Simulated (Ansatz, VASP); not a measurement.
# Cross-check of ZnSb2C (CuAu-ordered zincblende type (invented)) between VASP and Ansatz, part 2 of 2

Wanted: the spread between two codes on one cell, functional and k mesh. The cell is generated by rule, not measured, and may not be a known phase. The cell is taken from a series of runs on this material, whose earlier steps may have relaxed, scaled, displaced or heated it; both programs get it as it stands.

VASP 6.6.1 and Ansatz 0.2.0.

So far: The starting structure; Ansatz: relaxation of cell and atoms, PBEsol; VASP: relaxation of cell and atoms, PBEsol.

**3. VASP: relaxation of cell and atoms, PBEsol (continued)**

Level of this step: PBEsol; plane waves and PAW (Zn, C, Sb); invented cell (VASP).

Numbers of over 12 decimals in the logs are rounded to 6 here.

From OUTCAR (step 3):

```text
ion  position               nearest neighbor table
   1  0.000  0.000  0.000-   3 2.57   4 2.57   3 2.57   4 2.57
   2  0.500  0.500  0.500-   3 2.27   4 2.27   3 2.27   4 2.27
   3  0.000  0.500  0.292-   2 2.27   2 2.27   1 2.57   1 2.57   4 3.65   4 3.65   4 3.65   4 3.65

  LATTYP: Found a simple tetragonal cell.
 ALAT       =     3.7973630000
 C/A-ratio  =     1.5645170083

 Subroutine GETGRP returns: Found  8 space group operations
 (whereof  8 operations were pure point group operations)

The static configuration has the point symmetry D_2d.

 Found    140 irreducible k-points:

   k-points           NKPTS =    140   k-points in BZ     NKDIM =    140   number of bands    NBANDS=     19

   dimension x,y,z NGX =    30 NGY =   30 NGZ =   48
   dimension x,y,z NGXF=    60 NGYF=   60 NGZF=   96

   ENCUT  =  600.0 eV  44.10 Ry    6.64 a.u.   7.58  7.58 11.87*2*pi/ulx,y,z

   NELECT =      26.0000    total number of electrons

 k-points in reciprocal lattice and weights: Automatic mesh
   0.00000000  0.00000000  0.00000000       0.001
   0.08333333  0.00000000  0.00000000       0.003
   0.16666667  0.00000000  0.00000000       0.003
   0.25000000  0.00000000  0.00000000       0.003
   0.33333333  0.00000000  0.00000000       0.003
   0.41666667  0.00000000  0.00000000       0.003
   0.50000000  0.00000000  0.00000000       0.002
   0.08333333  0.08333333  0.00000000       0.003
   0.16666667  0.08333333  0.00000000       0.007
[...]
0.50000000  0.41666667  0.50000000       0.003
   0.50000000  0.50000000  0.50000000       0.001

 average (electrostatic) potential at core
       1 -33.8182       2 -50.0407       3 -86.9103       4 -86.9103

 E-fermi :   6.0332

 k-point     1 :       0.0000    0.0000    0.0000
  band No.  band energies     occupation
    ...
      8      -1.6014      2.00000
      9       1.8573      2.00000
     10       1.8573      2.00000
     11       4.2292      2.00000
     12       5.2118      2.00000
     13       6.5318      0.00000
     14       6.9374      0.00000
     15       6.9374      0.00000
     16       8.8286      0.00000
     17       8.8286      0.00000
    ...

 k-point     2 :       0.0833    0.0000    0.0000
  band No.  band energies     occupation
    ...
      8      -1.6051      2.00000
      9       1.5344      2.00000
     10       1.8960      2.00000
     11       4.4574      2.00000
     12       5.0230      2.00000
     13       6.3372      0.00002
     14       6.7728      0.00000
     15       6.9095      0.00000
     16       8.6785      0.00000
     17       8.8910      0.00000
    ...

 k-point     3 :       0.1667    0.0000    0.0000
  band No.  band energies     occupation
    ...
      9       0.9858      2.00000
     10       2.0057      2.00000
     11       4.3733      2.00000
     12       4.6258      2.00000
     13       5.5844      2.00000
     14       6.8238      0.00000
     15       7.4517      0.00000
     16       8.5085      0.00000
     17       9.0750      0.00000
     18       9.7829      0.00000
    ...

  Total        0.0063865      0.0063865      0.0015039      0.0000000      0.0000000      0.0000000
  in kB        0.1185459      0.1185459      0.0279144      0.0000000      0.0000000      0.0000000
  external PRESSURE =       0.0883354 kB  Pullay stress =       0.0000000 kB

  energy-cutoff  :      600.00
  volume of cell :       86.32
      direct lattice vectors                 reciprocal lattice vectors
     3.838996250  0.000000000  0.000000000     0.260484756  0.000000000  0.000000000
     0.000000000  3.838996250 -0.000000000     0.000000000  0.260484756  0.000000000
     0.000000000 -0.000000000  5.856724096     0.000000000  0.000000000  0.170743915

 POSITION                                       TOTAL-FORCE (eV/Angst)
 -----------------------------------------------------------------------------------
      3.83900      0.00000      0.00000         0.000000     -0.000000      0.000000
      1.91950      1.91950      2.92836        -0.000000      0.000000      0.000000
      3.83900      1.91950      1.70553        -0.000000      0.000000     -0.000641
      1.91950      3.83900      4.15119         0.000000     -0.000000      0.000641
 -----------------------------------------------------------------------------------
    total drift:                                0.000202      0.000202      0.000147

  FREE ENERGIE OF THE ION-ELECTRON SYSTEM (eV)
  ---------------------------------------------------
  free  energy   TOTEN  =       -17.2455163337 eV

  energy  without entropy=      -17.2365808671  energy(sigma->0) =      -17.24104860

 reached required accuracy - stopping structural energy minimisation

 total charge
# of ion       s       p       d       tot
------------------------------------------
    1        0.635   0.537   9.722  10.894
    2        0.913   1.311   0.000   2.224
    3        1.147   1.230   0.059   2.436
    4        1.147   1.230   0.059   2.436
--------------------------------------------------
tot          3.843   4.308   9.839  17.990

[... 3 further parts left out ...]
```

CONTCAR:

```
ZnSb2C
   1.00000000000000
     3.8389962502131301    0.0000000000000000    0.0000000000000000
     0.0000000000000000    3.8389962502131301   -0.0000000000000000
     0.0000000000000000   -0.0000000000000000    5.8567240958138695
  Zn              C               Sb
     1     1     2
Direct
     1.0000000000000000    0.0000000000000000    0.0000000000000000
     0.4999998683000015    0.4999998683000015    0.4999999157999966
     1.0000000000000000    0.4999998683000015    0.2912089614420628
     0.4999998683000015    1.0000000000000000    0.7087910385579369
```

The run keeps the 8 symmetry operations of its start, so it cannot find a distortion of lower symmetry.

**4. Comparison**

Known differences besides the potentials themselves: the data sets hold 46 valence electrons in Ansatz (on its default PAW (the set named soft_2) files) and 26 in VASP; the cutoff is 420 eV in Ansatz and 600 eV in VASP; Ansatz makes its cores anew for this functional, VASP keeps those of its PBE data sets; Ansatz adds a Pulay correction to the stress that steers its cell, VASP none. Total energies have different zeros and are not compared.

The two programs side by side:

```tsv
quantity	Ansatz	VASP	difference
volume (Å³)	86.06	86.32	-0.29 %
edge a after relaxation, in the typed setting (Å)	3.835	3.839	-0.10 %
edge c after relaxation, in the typed setting (Å)	5.852	5.857	-0.08 %
```

**5. Summary of results**

* difference in volume (relaxation of cell and atoms, PBEsol): -0.29 %

The difference in volume is -0.29 % (relaxation of cell and atoms, PBEsol), within the 1.2 % picked in this series as the mark of a large difference, as far as the stopping tolerances let one tell. The data sets hold unlike numbers of valence electrons (46 in Ansatz and 26 in VASP), so part of the differences comes from the potentials. How closely two codes agree says nothing of how well the functional describes the real material.

[Lines on the potential files, build, host, timing and source positions are cut from VASP's logs without a mark.]

[Logs are printed without paths, hosts, clocks, repeated set-up lines and the standing remarks that a program may print on its own settings, such as how far it seeks lower states.]

[Hosts, paths, dates, database ids (printed as entryN), source tags and the programs' standing remarks are cut or masked in the printed files.]
